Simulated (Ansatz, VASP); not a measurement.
# Mg in two plane-wave programs

One calculation is typed for both programs; each brings its own data sets. How far apart do they land? The cell is taken from a series of runs on this material, whose earlier steps may have relaxed, scaled, displaced or heated it; both programs get it as it stands.

Method: plane waves, with VASP 6.6.1 beside it; relaxation of cell and atoms at PBEsol, in Ansatz 0.2.0.

This is not the structure that Mg takes at ambient pressure and room temperature (hexagonal, No. 194); it is a model or a phase of other conditions.

## (1) Set-up

It takes space group Im-3m (No. 229, cubic). Conventional cell: a = 3.557 Å, b = 3.557 Å, c = 3.557 Å, α = 90.00°, β = 90.00°, γ = 90.00°. Nearest to Mg lie 8 Mg at 3.08 Å.

Coordinates:

```
Mg
1.0
    -1.77870    1.77870    1.77870
     1.77870   -1.77870    1.77870
     1.77870    1.77870   -1.77870
Mg
1
Direct
  0.00000 0.00000 0.00000
```

## (2) VASP: relaxation of cell and atoms, PBEsol, pair 1

The relaxed volume is the usual yardstick between codes: in a stiff, nearly cubic crystal its relative difference is about their pressure difference at one cell divided by the bulk modulus.

Lines of VASP's logs that name or quote its potential files are left out, and so is its time.

Contents of INCAR:

```
SYSTEM = Mg
PREC = Accurate
ENCUT = 600
EDIFF = 1E-07
NELM = 120
ISMEAR = 1
SIGMA = 0.15
LREAL = .FALSE.
ALGO = Normal
GGA = PS
NBANDS = 7
LORBIT = 11
LWAVE = .FALSE.
LCHARG = .FALSE.
ISIF = 3
IBRION = 2
NSW = 80
EDIFFG = -0.005
LASPH = .TRUE.
GGA_COMPAT = .FALSE.
NELMIN = 4
KPAR = 2
```

Contents of POSCAR:

```
Mg
1.0
   -1.7787030000      1.7787030000      1.7787030000
    1.7787030000     -1.7787030000      1.7787030000
    1.7787030000      1.7787030000     -1.7787030000
Mg
1
Direct
    0.0000000000      0.0000000000      0.0000000000
```

Contents of KPOINTS:

```
Automatic mesh
0
Gamma
16 16 16
0 0 0
```

Potentials, in the order of the species: Mg (PBE family, release 64).

Command:

```
mpirun -np 2 vasp_std
```

Numbers of over 12 decimals in the logs are rounded to 6 here.

Log:

```text
[banner, memory and clock lines left out]
running    2 mpi-ranks, on    1 nodes
 distrk:  each k-point on    1 cores,    2 groups
 distr:  one band on    1 cores,    1 groups

 POSCAR found type information on POSCAR Mg
 POSCAR found :  1 types and       1 ions
|                                                                             |
|               ----> ADVICE to this user running VASP <----                  |
|                                                                             |
|     You enforced a specific xc type in the INCAR file but a different       |
|     [... a line on the potential file left out ...]
|     I HOPE YOU KNOW WHAT YOU ARE DOING!                                     |
|                                                                             |

 LDA part: xc-table for (Slater+PW92), standard interpolation
 POSCAR, INCAR and KPOINTS ok, starting setup
 FFT: planning ... GRIDC
 FFT: planning ... GRID_SOFT
 FFT: planning ... GRID
 WAVECAR not read
 entering main loop
       N       E                     dE             d eps       ncg     rms          rms(c)
DAV:   1    -0.839189924973E+00   -0.83919E+00   -0.88215E+02  2163   0.221E+02
DAV:   2    -0.170305213987E+01   -0.86386E+00   -0.78853E+00  2625   0.121E+01
DAV:   3    -0.170654648595E+01   -0.34943E-02   -0.34932E-02  2674   0.923E-01
DAV:   4    -0.170655185351E+01   -0.53676E-05   -0.53675E-05  2842   0.260E-02
DAV:   5    -0.170655187279E+01   -0.19282E-07   -0.19196E-07  2730   0.105E-03    0.680E-01
DAV:   6    -0.170038012672E+01    0.61717E-02   -0.34477E-04  2394   0.107E-01    0.433E-01
DAV:   7    -0.169496027719E+01    0.54198E-02   -0.15026E-03  2135   0.197E-01    0.229E-02
DAV:   8    -0.169496492748E+01   -0.46503E-05   -0.11964E-05  3101   0.208E-02    0.534E-03
DAV:   9    -0.169496499437E+01   -0.66891E-07   -0.54352E-07  2289   0.281E-03
   1 F= -.16949650E+01 E0= -.16949718E+01  d E =-.169496E+01
 curvature:   0.00 expect dE= 0.000E+00 dE for cont linesearch  0.000E+00
 trial: gam= 0.00000 g(F)=  0.195E-65 g(S)=  0.176E-04 ort = 0.000E+00 (trialstep = 0.100E+01)
 search vector abs. value=  0.176E-04
 bond charge predicted
       N       E                     dE             d eps       ncg     rms          rms(c)
DAV:   1    -0.169497615455E+01   -0.11227E-04   -0.46158E-05  2415   0.265E-02    0.222E-03
DAV:   2    -0.169497612329E+01    0.31264E-07   -0.22098E-07  2233   0.356E-03    0.141E-03
DAV:   3    -0.169497614355E+01   -0.20259E-07   -0.70849E-09  1680   0.513E-04    0.629E-05
DAV:   4    -0.169497613939E+01    0.41616E-08   -0.20988E-10  1197   0.988E-05
   2 F= -.16949761E+01 E0= -.16949840E+01  d E =-.111450E-04
 trial-energy change:   -0.000011  1 .order   -0.000011   -0.000018   -0.000005
 step:   1.3492(harm=  1.3492)  dis= 0.00000  next Energy=    -1.694977 (dE=-0.118E-04)
 reached required accuracy - stopping structural energy minimisation
```

OUTCAR, selected parts (step 2):

```text
ion  position               nearest neighbor table
   1  0.000  0.000  0.000-

  LATTYP: Found a body centered cubic cell.
 ALAT       =     3.5574060000

 Subroutine GETGRP returns: Found 48 space group operations
 (whereof 48 operations were pure point group operations)

The static configuration has the point symmetry O_h .

 Found    145 irreducible k-points:

   k-points           NKPTS =    145   k-points in BZ     NKDIM =    145   number of bands    NBANDS=      7

   dimension x,y,z NGX =    28 NGY =   28 NGZ =   28
   dimension x,y,z NGXF=    56 NGYF=   56 NGZF=   56

   ENCUT  =  600.0 eV  44.10 Ry    6.64 a.u.   6.15  6.15  6.15*2*pi/ulx,y,z

   NELECT =       2.0000    total number of electrons

 k-points in reciprocal lattice and weights: Automatic mesh
   0.00000000  0.00000000  0.00000000       0.000
   0.06250000  0.00000000  0.00000000       0.003
   0.12500000  0.00000000  0.00000000       0.003
   0.18750000  0.00000000  0.00000000       0.003
   0.25000000  0.00000000  0.00000000       0.003
   0.31250000  0.00000000  0.00000000       0.003
   0.37500000  0.00000000  0.00000000       0.003
   0.43750000  0.00000000  0.00000000       0.003
   0.50000000  0.00000000  0.00000000       0.001
[...]
0.50000000  0.50000000  0.43750000       0.003
   0.50000000  0.50000000  0.50000000       0.000

 average (electrostatic) potential at core
       1 -38.8134

 E-fermi :   2.7384

 k-point     1 :       0.0000    0.0000    0.0000
  band No.  band energies     occupation
      1      -4.3144      2.00000
      2      15.8595      0.00000
      3      15.8595      0.00000
      4      15.8595      0.00000
      5      17.9064      0.00000
      6      17.9064      0.00000
    ...

 k-point     2 :       0.0625    0.0000    0.0000
  band No.  band energies     occupation
      1      -4.2211      2.00000
      2      14.7647      0.00000
      3      15.3834      0.00000
      4      15.4205      0.00000
      5      16.9718      0.00000
      6      17.1467      0.00000
    ...

 k-point     3 :       0.1250    0.0000    0.0000
  band No.  band energies     occupation
      1      -3.9419      2.00000
      2      12.6560      0.00000
      3      14.4837      0.00000
      4      14.6532      0.00000
      5      15.9530      0.00000
      6      16.6400      0.00000
    ...

  Total       -0.0028504     -0.0028504     -0.0028504      0.0000000      0.0000000     -0.0000000
  in kB       -0.2032075     -0.2032075     -0.2032075      0.0000000      0.0000000     -0.0000000
  external PRESSURE =      -0.2032075 kB  Pullay stress =       0.0000000 kB

  energy-cutoff  :      600.00
  volume of cell :       22.47
      direct lattice vectors                 reciprocal lattice vectors
    -1.777758003  1.777758003  1.777758003     0.000000000  0.281253128  0.281253128
     1.777758003 -1.777758003  1.777758003     0.281253128  0.000000000  0.281253128
     1.777758003  1.777758003 -1.777758003     0.281253128  0.281253128  0.000000000

 POSITION                                       TOTAL-FORCE (eV/Angst)
 -----------------------------------------------------------------------------------
      0.00000     -0.00000      0.00000         0.000000      0.000000     -0.000000
 -----------------------------------------------------------------------------------
    total drift:                               -0.000000     -0.000000     -0.000000

  FREE ENERGIE OF THE ION-ELECTRON SYSTEM (eV)
  ---------------------------------------------------
  free  energy   TOTEN  =        -1.6949761394 eV

  energy  without entropy=       -1.6949997838  energy(sigma->0) =       -1.69498402

 reached required accuracy - stopping structural energy minimisation

 total charge
# of ion       s       p       d       tot
------------------------------------------
    1        0.211   0.127   0.013   0.351

[... 3 further parts left out ...]
```

CONTCAR:

```
Mg
   1.00000000000000
    -1.7777580033329081    1.7777580033329081    1.7777580033329081
     1.7777580033329081   -1.7777580033329081    1.7777580033329081
     1.7777580033329081    1.7777580033329081   -1.7777580033329081
  Mg
     1
Direct
     0.0000000000000000    0.0000000000000000    0.0000000000000000
```

## (3) Ansatz: relaxation of cell and atoms, PBEsol, pair 1

Ansatz runs on norm-conserving files, of PseudoDojo where its log says so.

The same cell, functional, mesh and smearing now go to Ansatz, which takes its cutoff from its data sets.

Contents of input.yaml:

```yaml
crystal:
  lattice:
    - [-1.7787033697, 1.7787033697, 1.7787033697]
    - [1.7787033697, -1.7787033697, 1.7787033697]
    - [1.7787033697, 1.7787033697, -1.7787033697]
  atoms:
    - { symbol: Mg, position: [0.0, 0.0, 0.0] }
kpoints:
  mp_grid: { grid: [16, 16, 16] }
hamiltonian:
  xc: pbesol
  pseudopotentials: { kind: nc, accuracy: standard }
scf:
  occupations: { method: methfessel_paxton, width: 0.15 }
output:
  forces: true
  stress: true
  eigenvalues: true
relax:
  adjacent_minimum: "off"
  f_tol: 0.001
  max_steps: 60
  cell: { stress_tol: 0.01 }
```

Command:

```
ansatz run input.yaml --threads 4 --pin off --max-ram 7168MiB --backend cpu --events-out ev --progress --plain --runs-dir out
```

Log:

```text
Engine: ansatz 0.2.0, aarch64-unknown-linux-gnu
Pseudopotentials: kind: nc
Pseudopotential: Mg, nc, valence charge 10, recommended cutoff 1142.878222 eV (normal), Mg.nc.azcp (PseudoDojo's, or run here from an input of PseudoDojo's; its table is named by hamiltonian.pseudopotentials.accuracy)
Functional definition: PBEsol
  exchange = pbesol_x
  correlation = pbesol_c
Crystal: 1 atoms, lattice volume = 22.510 Å³
Basis set: ecut = 1142.878222 eV, 1985 PW (Γ), exchange–correlation on 72×72×72 points (8 copies of the dense FFT grid, shifted against one another)
Bands: 9, of which v1, the nominal top of the filled ones, is band 5 counted from 1 (4 counted from 0)
Symmetry: 48 space group operations
Space group: Im-3m (ITA 229), of the structure as read, at distance tolerance 2.8e-5 Å
k-points: 145 of 4096
Non-local potential: Mg, projectors of the file, l = 0: 2, l = 1: 2
Initial density: superposition of atomic densities (chi_scale 0.1, normalization cell)
Initial wavefunctions: pseudopotential atomic-orbital guess
Functional: x = pbesol(κ = 0.804, μ = 0.123457), c = pbesol(β = 0.046)
SCF iter   1: F=—  HF=-1613.770274 eV  |F-HF|=—  |Δ(HF+E_count)|=         —  Δρ=1.43e-2  dr2=5.09e-2  ethr=3.10e-3  ⟨swp⟩=5.4  Hψ=10052  notcnv=0
preconditioner: auto → none  [metal: Δε(μ)=0.059 eV  Ē_g=10.169 eV  σ=0.150 eV  W_gap=0.32  n_scr=0 (ndim 8)  ℏωp=11.1 eV  f_vac=0.000  D(μ)=0.47/eV (n_scr^D=0)]
SCF iter   2: F=—  HF=-1613.761145 eV  |F-HF|=—  |Δ(HF+E_count)|=   9.13e-3  S|Δr|=    0.00e0  Δρ=7.13e-3  dr2=1.10e-2  ethr=5.09e-4  ⟨swp⟩=1.0  Hψ=2474  notcnv=0
SCF iter   3: F=—  HF=-1613.759414 eV  |F-HF|=—  |Δ(HF+E_count)|=   1.73e-3  S|Δr|=    0.00e0  Δρ=5.20e-4  dr2=2.26e-5  ethr=1.10e-4  ⟨swp⟩=1.0  Hψ=1299  notcnv=0  defer=1
SCF iter   4: F=—  HF=-1613.759342 eV  |F-HF|=—  |Δ(HF+E_count)|=   7.22e-5  S|Δr|=    0.00e0  Δρ=1.06e-4  dr2=1.10e-6  ethr=2.26e-7  ⟨swp⟩=2.1  Hψ=1937  notcnv=0  defer=1
SCF iter   5: F=—  HF=-1613.759342 eV  |F-HF|=—  |Δ(HF+E_count)|=   4.69e-7  S|Δr|=    0.00e0  Δρ=3.93e-5  dr2=1.07e-7  ethr=1.00e-9  ⟨swp⟩=7.4  Hψ=7350  notcnv=0
SCF iter   6: F=-1613.759342 eV  HF=-1613.759342 eV  |F-HF|=1.20e-8  |Δ(HF+E_count)|=   4.88e-8  S|Δr|=    0.00e0  Δρ=1.39e-5  dr2=1.45e-8  ethr=1.00e-9  ⟨swp⟩=3.9  Hψ=3637  notcnv=0
SCF 1 converged in 6 iterations: F = -1613.759342 eV  dr2 = 1.45e-8
relax step   1: F+E_penalty+E_count = -1613.75934164 eV  Δ(F+E_penalty+E_count) = +0.000e0 eV  max|allowed force component| = 0.000e0 eV/Å  Δτ_max = 0.0000 Å  P = +0.006 GPa  Ω = 22.510 Å³  (6 SCF iters, dr2 threshold 1.00e-7 eV, accepted)
Initial density: handed on by an earlier stage of this run
Initial wavefunctions: pseudopotential atomic-orbital guess (no wavefunctions were taken with the density)
iter 1 solved again at ethr=8.01e-9 eV; its pass at ethr=3.10e-3 eV (dr2=8.01e-7 eV) is discarded
SCF iter   1: F=—  HF=-1613.759466 eV  |F-HF|=—  |Δ(HF+E_count)|=         —  Δρ=1.38e-5  dr2=1.41e-8  ethr=8.01e-9  ⟨swp⟩=4.3  Hψ=14773  notcnv=0
preconditioner: auto → none  [metal: Δε(μ)=0.046 eV  Ē_g=10.163 eV  σ=0.150 eV  W_gap=0.25  n_scr=0 (ndim 8)  ℏωp=11.1 eV  f_vac=0.000  D(μ)=0.47/eV (n_scr^D=0)]
SCF iter   2: F=—  HF=-1613.759342 eV  |F-HF|=—  |Δ(HF+E_count)|=   1.24e-4  S|Δr|=    0.00e0  Δρ=3.66e-6  dr2=1.15e-9  ethr=1.41e-10  ⟨swp⟩=2.2  Hψ=2025  notcnv=0
SCF iter   3: F=—  HF=-1613.759342 eV  |F-HF|=—  |Δ(HF+E_count)|=  6.04e-10  S|Δr|=    0.00e0  Δρ=4.41e-7  dr2=1.79e-11  ethr=1.15e-11  ⟨swp⟩=2.2  Hψ=1899  notcnv=0
SCF iter   4: F=—  HF=-1613.759342 eV  |F-HF|=—  |Δ(HF+E_count)|=  3.41e-12  S|Δr|=    0.00e0  Δρ=9.55e-8  dr2=7.95e-13  ethr=1.79e-13 (applied; sched 1.00e-12)  ⟨swp⟩=2.7  Hψ=1981  notcnv=0
SCF iter   5: F=-1613.759342 eV  HF=-1613.759342 eV  |F-HF|=9.09e-13  |Δ(HF+E_count)|=  6.82e-13  S|Δr|=    0.00e0  Δρ=1.75e-8  dr2=2.92e-15  ethr=1.00e-12  ⟨swp⟩=4.9  Hψ=4132  notcnv=0
SCF 2 converged in 5 iterations: F = -1613.759342 eV  dr2 = 2.92e-15
relax step   2: F+E_penalty+E_count = -1613.75934165 eV  Δ(F+E_penalty+E_count) = -4.010e-9 eV  max|allowed force component| = 0.000e0 eV/Å  Δτ_max = 0.0000 Å  P = +0.006 GPa  Ω = 22.510 Å³  stress off target by 5.87e-3 GPa  SCF on the basis re-selected at this cell (its energy is not comparable with the rows above)  (5 SCF iters)
basis re-selected at this cell: Δ(F+E_penalty+E_count) = -4.010e-9 eV, ΔP = -0.000 GPa vs the last step (what re-selecting the basis moved, of the pressure what is left beyond the Pulay correction that the steps carried, after the strain that the cell walked since its last selection, with what the two solves' SCF thresholds leave and, on support functions, any second-order correction that the steps lacked; it is no measure of the basis error at this ecutwfc). This SCF's stress stands 5.87e-3 GPa from its target on what of the cell is left free (relax.cell.stress_tol is 1.00e-2 GPa) and its largest allowed force component is 0.00e0 eV/Å (relax.f_tol is 1.00e-3 eV/Å): [rest of the remark cut]
SCF converged after 5 iterations
Stability not checked: this state was not tested for a lower state beside it, because cold or Methfessel-Paxton smearing, or corrected tetrahedra, fill the levels in a way that the test cannot read (fill_not_monotonic; see scf.lower_state_search)
Free energy (F): -1613.759342 eV
Harris-Foulkes:  -1613.759342 eV  (|F-HF|=9.09e-13)
Internal energy: -1613.759361 eV  (E = F + TS)
E sigma→0 (E₀):  -1613.759347 eV
Entropy (-TS):   0.000020 eV (0.020 meV/atom)
Fermi energy:    5.756622 eV
--- Per-component energies (eV) ---
  E_band       = -355.848742
  E_kinetic    = 921.726374
  E_local      = -1680.384877  (includes V_loc(G=0)·N_el)
  E_nonlocal   = -492.955833
  E_hartree    = 586.186159
  E_xc         = -211.788031
  E_vxc        = -276.606723  (∫ρ·V_xc dr)
  E_ewald      = -736.543152
  E_smearing   = 0.000020  (= −TS)
  E_closure    = -0.000000  (closes the sum)
  Σ components = -1613.759342   (vs F -1613.759342, Δ=0.00e0)
--- Forces (eV/Å), atoms counted from 1 ---
  atom   1  Mg    -0.00000000    -0.00000000    -0.00000000
  max |Σ_I F_I| component: 1.57e-32 eV/Å
--- Stress (GPa, compression-positive) ---
        0.005869      -0.000000       0.000000
        0.000000       0.005869       0.000000
        0.000000      -0.000000       0.005869
  P = ⅓ Tr σ = 0.0059 GPa (0.059 kbar)
--- Band table (eV; the first three rows and the last of 145) ---
  k-point 0: bands = ["-70.0007", "-36.9461", "-36.9461", "-36.9461", "-1.2950", "18.9817", "18.9817", "18.9817", "20.9972"]
  k-point 1: bands = ["-70.0005", "-36.9475", "-36.9466", "-36.9461", "-1.2016", "17.8395", "18.4894", "18.5081", "20.0073"]
  k-point 2: bands = ["-70.0001", "-36.9514", "-36.9480", "-36.9461", "-0.9219", "15.7017", "17.5745", "17.7069", "18.9758"]
  k-point 144: bands = ["-69.9942", "-36.9729", "-36.9729", "-36.9729", "9.6328", "9.6328", "9.6328", "9.7790", "9.7790"]
--- Relaxed structure (1 steps of the walk, 1 accepted, 1 SCFs on fresh bases) ---
  F+E_penalty+E_count = -1613.75934165 eV   max|allowed force component| = 0.000e0 eV/Å   (the final SCF, on the basis selected at the relaxed cell)
  cell:  # Å, volume = 22.5097 Å³
    - [-1.7787033697, 1.7787033697, 1.7787033697]
    - [1.7787033697, -1.7787033697, 1.7787033697]
    - [1.7787033697, 1.7787033697, -1.7787033697]
  atoms:
    - { symbol: Mg, position: [0.0, 0.0, 0.0] }
```

## (4) Side by side

Known differences besides the potentials themselves: the data sets hold 10 valence electrons in Ansatz (on norm-conserving files, of PseudoDojo where its log says so) and 2 in VASP; the cutoff is 1142.88 eV in Ansatz and 600 eV in VASP; Ansatz adds a Pulay correction to the stress that steers its cell, VASP none. Total energies have different zeros and are not compared.

Both answers:

```
                                         quantity  Ansatz   VASP  difference
                                      volume (Å³)   22.51  22.47     +0.16 %
edge a after relaxation, in the typed setting (Å)   3.081  3.079     +0.05 %
```

(Part 1 of 2 ends here.)

[Lines on the potential files, build, host, timing and source positions are cut from VASP's logs without a mark.]

[Logs are printed without paths, hosts, clocks, repeated set-up lines and the standing remarks that a program may print on its own settings, such as how far it seeks lower states.]

[Hosts, paths, dates, database ids (printed as entryN), source tags and the programs' standing remarks are cut or masked in the printed files.]
